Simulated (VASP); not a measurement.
Consider the following.

```yaml
crystal:
  lattice:
    - [0.00000, 2.49671, 2.49671]
    - [2.49671, 0.00000, 2.49671]
    - [2.49671, 2.49671, 0.00000]
  atoms:
    - { symbol: Hf, position: [0.00000, 0.00000, 0.00000] }
    - { symbol: C, position: [0.25000, 0.25000, 0.25000] }
```

The numbers are results of PBEsol GGA, VASP's PBE PAW potentials (set 64) (plane waves; VASP), not measurements. Numerical set-up: 520 eV cut-off, Gaussian smearing of 0.050 eV, potentials Hf_pv C.

Unless said otherwise, spin-orbit coupling is left out, though it shifts the bands of the heavy elements here.

### Question
Give the energies of bands 5 to 10 at the high-symmetry points, in eV from the valence-band maximum.

### Answer

```tsv
band	Γ	X	U	L	W
5	-2.38	-4.30	-3.50	-3.05	-2.96
6	-2.38	-0.07	-1.18	-1.77	-2.08
7	-2.38	-0.07	-0.60	-1.77	0.00
8	3.31	0.40	0.57	3.95	0.19
9	3.61	4.46	4.06	4.39	3.57
10	3.61	5.33	4.51	4.39	5.16
```

The gap is direct, 0.19 eV, from the valence maximum at W to the conduction minimum at W.

The structure was generated: HfC was put into the zinc blende type (F-43m), which need not be its known phase. It was relaxed first, which changed the volume by -36 %.
